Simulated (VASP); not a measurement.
The cell holds one NaF (rock salt) (110) slab, with vacuum along c, ions free to move until forces fall under 0.03 eV/Å, no reconstruction beyond this cell, dipole correction on. Ionisation potential and electron affinity count from the cell's own band edges, surface states included.

Input:

```yaml
crystal:
  lattice:
    - [3.23406, 0.00000, 0.00000]
    - [0.00000, 4.57365, 0.00000]
    - [0.00000, 0.00000, 24.51961]
  atoms:
    - { symbol: Na, position: [0.00000, 0.00000, 0.33734] }
    - { symbol: Na, position: [0.50000, 0.50000, 0.39927] }
    - { symbol: Na, position: [0.00000, 0.00000, 0.46703] }
    - { symbol: Na, position: [0.50000, 0.50000, 0.53297] }
    - { symbol: Na, position: [0.00000, 0.00000, 0.60073] }
    - { symbol: Na, position: [0.50000, 0.50000, 0.66266] }
    - { symbol: F, position: [0.50000, 0.00000, 0.39952] }
    - { symbol: F, position: [0.00000, 0.50000, 0.33618] }
    - { symbol: F, position: [0.50000, 0.00000, 0.53267] }
    - { symbol: F, position: [0.00000, 0.50000, 0.46733] }
    - { symbol: F, position: [0.50000, 0.00000, 0.66382] }
    - { symbol: F, position: [0.00000, 0.50000, 0.60048] }
```

Calculation: r2SCAN meta-GGA, VASP's PBE PAW potentials (set 64) (plane waves; VASP). Run with 450 eV cut-off, 6×5×1 Γ-centred mesh, Gaussian smearing of 0.050 eV, potentials Na_pv F.

Slab and bulk use different k-meshes, so the surface energy is good to a few per cent at best.

**Question.** Predict its surface energy, ionisation potential, electron affinity, band gap (on the k-mesh).

**Answer.** 
```json
{
 "surface_energy": "0.77 J/m²",
 "ionisation_potential": "6.55 eV",
 "electron_affinity": "0.74 eV",
 "band gap (on the k-mesh)": "5.81 eV"
}
```

The cell is a thin slab with vacuum, built from NaF (rock salt): (110) face.
